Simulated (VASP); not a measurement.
Write the native input for VASP 6.6.1 that does the following.

| Property | Result |
| --- | --- |
| Task | single point |
| Functional | PBE |
| Potentials or basis | VASP PAW PBE potentials, release 64 (Rb_sv, Ir) |
| Cutoff | 520 eV |
| k mesh | 4 × 3 × 2 |
| Occupations | gaussian, width 0.1 eV |
| Spin | no spin polarisation |
| Dipole correction | no |
| Further INCAR settings | ALGO = Normal; EDIFF = 1e-06; NBANDS = 26 |

The structure of RbIr lies in POSCAR:

```
RbIr
1.0
    0.0000002900      5.0803090000      0.0000002000
    4.4051478600     -2.5401547500     -0.0000001000
    1.4662391400      2.5401547500     -8.2924599000
Rb Ir
2 2
Direct
    0.0058704944      0.0008543466     -0.0013746221
   -0.0050050501      0.4996021016      0.4996332812
    0.5003223681      0.7496563047      0.7502766489
    0.4992926475      0.2501406010      0.2504976931
```

The cell was built by a generator and needn't be a form met in nature.

One way to write it, as run:

INCAR

```
ALGO = Normal
EDIFF = 1E-6
ENCUT = 520
GGA = PE
ISIF = 2
ISMEAR = 0
LASPH = T
LCHARG = F
LREAL = F
LWAVE = F
NBANDS = 26
NELM = 100
PREC = Accurate
SIGMA = 0.1
```

KPOINTS

```
k-points
0
Gamma
  4 3 2
```

Potentials or basis: VASP PAW PBE potentials, release 64 (Rb_sv, Ir).

The run is started by

```bash
$ cat potpaw_PBE.64/Rb_sv/POTCAR potpaw_PBE.64/Ir/POTCAR > POTCAR
$ mpirun -np 1 vasp_std > vasp.out
```

It gave:

```json
{"Pressure": "-0.8 GPa", "Largest force": "0.028 eV/Å", "Band gap on the k mesh": "none (metal or under the smearing width)"}
```

Caveat: the k mesh is coarse (spacing up to 0.48 Å⁻¹), so the values aren't converged.

Wall time 58 s on 1 thread of AMD EPYC 9R45 96-Core Processor (Zen 5), with other jobs on the host, peak memory 0.32 GiB.
